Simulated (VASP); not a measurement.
Method: PBE GGA + U (Dudarev), VASP's PBE PAW potentials (set 64) (plane waves; VASP).

VASP input:

### INCAR
```
LWAVE = .FALSE.
SIGMA = 0.1
LDAUJ = 0 0
LASPH = .TRUE.
ISIF = 2   ! forces and stress, cell fixed
LDAUTYPE = 2   ! Dudarev
LDAUPRINT = 1
LCHARG = .FALSE.
ISMEAR = 1
ENCUT = 400   ! plane-wave cut-off (eV)
LDAUL = 2 2
GGA = PE   ! PBE
SYSTEM = TiCo
LMAXMIX = 4
LORBIT = 10
LREAL = .FALSE.   ! projection in real space or not
ALGO = Normal   ! blocked Davidson
LDAUU = 6.0 6.0
NELM = 100
LDAU = .TRUE.
EDIFF = 1E-6
PREC = Accurate
```

**KPOINTS**
```
K-points
0
G
11 11 11
0 0 0
```

File POSCAR:
```
TiCo
1.0
  3.0259830000   0.0000000000   0.0000000000
  0.0000000000   3.0685810000   0.0000000000
  0.0000000000   0.0000000000   3.0745450000
Ti Co
1 1
Cart
  0.0000000000   0.0000000000   0.0000000000
  1.5856695597   1.5342905000   1.5372725000
```

POTCAR, in this order: Ti_sv Co (PBE.64 set). Program: vasp_std.

The run wrote:

OUTCAR:
```
 ion  position               nearest neighbor table
   1  0.000  0.000  0.000-   2 2.61   2 2.61   2 2.61   2 2.61   2 2.69   2 2.69   2 2.69   2 2.69
  LATTYP: Found a simple orthorhombic cell.
 ALAT       =     3.0259830000
 B/A-ratio  =     1.0140774089
 C/A-ratio  =     1.0160483387
 Subroutine PRICEL returns:
 Original cell was already a primitive cell.
 Subroutine GETGRP returns: Found  4 space group operations
The static configuration has the point symmetry C_2v.
The dynamic configuration has the point symmetry C_2v.
 Subroutine INISYM returns: Found  4 space group operations
 Subroutine IBZKPT returns following result:
 Found    216 irreducible k-points:

 Following reciprocal coordinates:
            Coordinates               Weight
  0.000000  0.000000  0.000000      1.000000
  0.090909  0.000000  0.000000      2.000000
  0.181818  0.000000  0.000000      2.000000
  0.272727  0.000000  0.000000      2.000000
  0.363636  0.000000  0.000000      2.000000
  0.454545  0.000000  0.000000      2.000000
  0.000000  0.090909  0.000000      2.000000
  0.090909  0.090909  0.000000      4.000000
  0.181818  0.090909  0.000000      4.000000
  0.272727  0.090909  0.000000      4.000000
  0.363636  0.090909  0.000000      4.000000
  0.454545  0.090909  0.000000      4.000000
  0.000000  0.181818  0.000000      2.000000
  0.090909  0.181818  0.000000      4.000000
  0.181818  0.181818  0.000000      4.000000
  0.272727  0.181818  0.000000      4.000000
  0.363636  0.181818  0.000000      4.000000
  0.454545  0.181818  0.000000      4.000000
  0.000000  0.272727  0.000000      2.000000
  0.090909  0.272727  0.000000      4.000000
  0.181818  0.272727  0.000000      4.000000
  0.272727  0.272727  0.000000      4.000000
  0.363636  0.272727  0.000000      4.000000
  0.454545  0.272727  0.000000      4.000000
  0.000000  0.363636  0.000000      2.000000
  0.090909  0.363636  0.000000      4.000000
  0.181818  0.363636  0.000000      4.000000
  0.272727  0.363636  0.000000      4.000000
  0.363636  0.363636  0.000000      4.000000
  0.454545  0.363636  0.000000      4.000000
  0.000000  0.454545  0.000000      2.000000
  0.090909  0.454545  0.000000      4.000000
  0.181818  0.454545  0.000000      4.000000
  0.272727  0.454545  0.000000      4.000000
  0.363636  0.454545  0.000000      4.000000
  0.454545  0.454545  0.000000      4.000000
  0.000000  0.000000  0.090909      2.000000
  0.090909  0.000000  0.090909      4.000000
  0.181818  0.000000  0.090909      4.000000
  0.272727  0.000000  0.090909      4.000000
   k-points           NKPTS =    216   k-points in BZ     NKDIM =    216   number of bands    NBANDS=     14
   number of dos      NEDOS =    301   number of ions     NIONS =      2
   total plane-waves  NPLWV =   8000
   dimension x,y,z NGX =    20 NGY =   20 NGZ =   20
   dimension x,y,z NGXF=    40 NGYF=   40 NGZF=   40
   ions per type =               1   1
   PREC   = accura    normal or accurate (medium, high low for compatibility)
   ISTART =      0    job   : 0-new  1-cont  2-samecut
   ICHARG =      2    charge: 1-file 2-atom 10-const
   ISPIN  =      1    spin polarized calculation?
   LNONCOLLINEAR =      F non collinear calculations
   LSORBIT =      F    spin-orbit coupling
   INIWAV =      1    electr: 0-lowe 1-rand  2-diag
   ENCUT  =  400.0 eV  29.40 Ry    5.42 a.u.   4.93  5.00  5.01*2*pi/ulx,y,z
   NELM   =    100;   NELMIN=  2; NELMDL= -5     # of ELM steps
   EDIFF  = 0.1E-05   stopping-criterion for ELM
   LREAL  =      F    real-space projection
   NLSPLINE    = F    spline interpolate recip. space projectors
...
```

OSZICAR:
```
       N       E                     dE             d eps       ncg     rms          rms(c)
DAV:   1     0.141948029057E+03    0.14195E+03   -0.90268E+03  6056   0.155E+03
DAV:   2    -0.227716793563E+01   -0.14423E+03   -0.14167E+03  6228   0.373E+02
DAV:   3    -0.971660368473E+01   -0.74394E+01   -0.74050E+01  9034   0.103E+02
DAV:   4    -0.991438531279E+01   -0.19778E+00   -0.19757E+00  7666   0.133E+01
DAV:   5    -0.992011425072E+01   -0.57289E-02   -0.57288E-02  8748   0.203E+00    0.116E+01
DAV:   6    -0.129781487011E+02   -0.30580E+01   -0.69584E+01 10470   0.834E+01    0.347E+01
DAV:   7    -0.734734890062E+01    0.56308E+01   -0.96619E+01  9096   0.999E+01    0.101E+01
DAV:   8    -0.601848789632E+01    0.13289E+01   -0.57889E+00  8866   0.293E+01    0.328E+00
DAV:   9    -0.589761011028E+01    0.12088E+00   -0.29688E+00  8640   0.143E+01    0.342E+00
DAV:  10    -0.592039393945E+01   -0.22784E-01   -0.17373E+00  9074   0.144E+01    0.253E+00
DAV:  11    -0.587468568114E+01    0.45708E-01   -0.82086E-01  9314   0.804E+00    0.125E+00
DAV:  12    -0.587327729060E+01    0.14084E-02   -0.11748E-02  6572   0.113E+00    0.115E+00
DAV:  13    -0.587298019282E+01    0.29710E-03   -0.37466E-04  9156   0.211E-01    0.116E+00
DAV:  14    -0.587112819872E+01    0.18520E-02   -0.32767E-03  8842   0.495E-01    0.103E+00
DAV:  15    -0.586718287785E+01    0.39453E-02   -0.48350E-03  9070   0.540E-01    0.908E-01
DAV:  16    -0.586143656839E+01    0.57463E-02   -0.79262E-02  9222   0.200E+00    0.493E-01
DAV:  17    -0.586265215454E+01   -0.12156E-02   -0.24732E-02  9338   0.130E+00    0.245E-01
DAV:  18    -0.586267931144E+01   -0.27157E-04   -0.33739E-02  9506   0.130E+00    0.422E-01
DAV:  19    -0.586190501120E+01    0.77430E-03   -0.10532E-02  9108   0.975E-01    0.140E-01
DAV:  20    -0.586203981057E+01   -0.13480E-03   -0.67265E-04  8682   0.216E-01    0.163E-01
DAV:  21    -0.586203728393E+01    0.25266E-05   -0.77506E-04  9178   0.222E-01    0.210E-01
DAV:  22    -0.586191911023E+01    0.11817E-03   -0.32563E-04  9028   0.167E-01    0.167E-01
DAV:  23    -0.586194891370E+01   -0.29803E-04   -0.42859E-04  9272   0.167E-01    0.143E-01
DAV:  24    -0.586191606907E+01    0.32845E-04   -0.19805E-03  9366   0.378E-01    0.544E-02
DAV:  25    -0.586193327566E+01   -0.17207E-04   -0.34954E-04  9648   0.174E-01    0.152E-02
DAV:  26    -0.586193595097E+01   -0.26753E-05   -0.50338E-05  9696   0.622E-02    0.855E-03
DAV:  27    -0.586193520690E+01    0.74406E-06   -0.12431E-05  7724   0.305E-02    0.236E-03
DAV:  28    -0.586193535004E+01   -0.14314E-06   -0.43614E-07  3418   0.757E-03
   1 F= -.58619354E+01 E0= -.58618003E+01  d E =-.405231E-03
```

File OUTCAR:
```
------------------------ aborting loop because EDIFF is reached ----------------------------------------
  FORCE on cell =-STRESS in cart. coord.  units (eV):
  Direction    XX          YY          ZZ          XY          YZ          ZX
  --------------------------------------------------------------------------------------
  Total       -1.5030886     -1.7889264     -1.8284592      0.0000000      0.0000000      0.0000000
  in kB      -84.3548834   -100.3963966   -102.6150185      0.0000000      0.0000000      0.0000000
  external PRESSURE =     -95.7887662 kB  Pullay stress =       0.0000000 kB
  volume of cell :       28.55
      direct lattice vectors                 reciprocal lattice vectors
     3.025983000  0.000000000  0.000000000     0.330471123  0.000000000  0.000000000
     0.000000000  3.068581000  0.000000000     0.000000000  0.325883527  0.000000000
     0.000000000  0.000000000  3.074545000     0.000000000  0.000000000  0.325251379
 POSITION                                       TOTAL-FORCE (eV/Angst)
 -----------------------------------------------------------------------------------
      0.00000      0.00000      0.00000         0.275748      0.000000      0.000000
      1.58567      1.53429      1.53727        -0.275748      0.000000      0.000000
 -----------------------------------------------------------------------------------
    total drift:                               -0.000053     -0.000000     -0.000002
  FREE ENERGIE OF THE ION-ELECTRON SYSTEM (eV)
  ---------------------------------------------------
  free  energy   TOTEN  =        -5.8619353500 eV

  energy  without entropy=       -5.8615301190  energy(sigma->0) =       -5.86180027

 total charge

# of ion       s       p       d       tot
------------------------------------------
    1        2.255   6.191   1.509   9.954
    2        0.474   0.420   7.557   8.451
--------------------------------------------------
tot          2.728   6.611   9.067  18.406
```
(Selected blocks of OUTCAR.)

OUTCAR:
```
 val. band max:        9.5117514305   @ k =   0.0000   0.1818   0.4545

 cond. band min:       9.5178121390   @ k =   0.0000   0.4545   0.1818


 Fermi energy:         9.5121572369

 k-point     1 :       0.0000    0.0000    0.0000
  band No.  band energies     occupation
      1     -50.0432      2.00000
      2     -26.0818      2.00000
      3     -26.0807      2.00000
      4     -26.0798      2.00000
      5       1.7306      2.00000
      6       6.1089      2.00000
      7       6.1625      2.00000
      8       7.0621      2.00000
      9       7.2091      2.00000
     10       7.2289      2.00000
     11      10.2807     -0.00000
     12      10.5001     -0.00000
     13      11.7368      0.00000
     14      11.7960      0.00000

 k-point     2 :       0.0909    0.0000    0.0000
  band No.  band energies     occupation
      1     -50.0415      2.00000
      2     -26.1001      2.00000
      3     -26.0794      2.00000
      4     -26.0785      2.00000
      5       1.8861      2.00000
      6       6.1679      2.00000
      7       6.2319      2.00000
      8       7.0838      2.00000
      9       7.1891      2.00000
     10       7.2089      2.00000
     11      10.3116     -0.00000
     12      10.4245     -0.00000
     13      11.5985      0.00000
     14      11.6095      0.00000

 k-point     3 :       0.1818    0.0000    0.0000
  band No.  band energies     occupation
      1     -50.0368      2.00000
      2     -26.1490      2.00000
      3     -26.0759      2.00000
      4     -26.0750      2.00000
      5       2.3416      2.00000
      6       6.3120      2.00000
      7       6.4342      2.00000
      8       7.1361      2.00000
      9       7.1432      2.00000
     10       7.1558      2.00000
     11      10.2022     -0.00000
     12      10.3707     -0.00000
     13      11.1433     -0.00000
     14      11.1579     -0.00000

 k-point     4 :       0.2727    0.0000    0.0000
  band No.  band energies     occupation
...
```

The compound is TiCo in the CsCl type structure. The cell was not relaxed at this level, atoms are displaced from their ideal sites. The run is one of a series of settings (LDAU = .TRUE., LDAUJ = 0 0, LDAUL = 2 2, LDAUTYPE = 2, LDAUU = 6.0 6.0 against the base run), some of them coarse on purpose. The run is not spin-polarised, so no magnetic state was tried. The electron count is odd and the run is not spin-polarised, which forces a metal.
